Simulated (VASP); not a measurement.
```yaml
crystal:
  lattice:
    - [0.00000, 3.04686, 3.04686]
    - [3.04686, 0.00000, 3.04686]
    - [3.04686, 3.04686, 0.00000]
  atoms:
    - { symbol: Al, position: [0.25000, 0.25000, 0.25000] }
    - { symbol: Al, position: [0.75000, 0.75000, 0.75000] }
    - { symbol: Au, position: [0.00000, 0.00000, 0.00000] }
```

The numbers are results of RPBE GGA, VASP's PBE PAW potentials (set 64) (plane waves; VASP), not measurements. Numerical set-up: 520 eV cut-off, 10×10×10 Γ-centred mesh, tetrahedra with Blöchl corrections, potentials Al Au.

Unless said otherwise, spin-orbit coupling is left out, though it shifts the bands of the heavy elements here.

Task: Estimate the energy per atom (σ→0), band gap (on the k-mesh) with the smallest direct gap where there is one.

Result: 
The band gap (on the k-mesh) is none (metal, semimetal or under 0.01 eV) and the energy per atom (σ→0) is -3.634 eV/atom.

The compound is AuAl2 in the fluorite structure. It was relaxed first. The electron count is odd and the run is not spin-polarised, which forces a metal.
